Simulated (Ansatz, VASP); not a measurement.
**Two plane-wave programs on KAl4**

```
K Al
1.0
     4.48589    0.00000    0.00000
    -2.24295    3.88490    0.00000
     0.00000    0.00000    5.92954
K Al
1 4
Cartesian
  0.0000 0.0000 0.0000
  0.0000 2.5899 0.0000
  2.2429 1.2950 0.0000
  0.0000 2.5899 2.9648
  2.2429 1.2950 2.9648
```

Alike in both runs: task single point; functional PBE; k mesh 6 × 6 × 4; occupations gaussian, width 0.1 eV; no spin polarisation.

|  | VASP | Ansatz |
| --- | --- | --- |
| version | VASP 6.6.1 | Ansatz 0.2.0 |
| potentials or method | VASP PAW PBE potentials, release 64 (K_sv, Al) | scalar-relativistic, plane waves, PAW |
| plane-wave cutoff (eV) | 520 | 420 |
| valence electrons in the cell | 21 | 21 |

Ansatz gave:

| Item | Value |
| --- | --- |
| gap on the k mesh at the Fermi level (eV) | none |
| pressure (GPa) | 14.7 |
| largest component of the traceless stress (GPa) | 20.26 |

Task: What did VASP give for the same quantities?

Result: gap on the k mesh at the Fermi level (eV): none; pressure (GPa): 14.8; largest component of the traceless stress (GPa): 20.38.

A gap of «none» marks a metal or a gap that the smearing closes. The functional is the same, so the differences come from potentials, cutoffs and numerics.
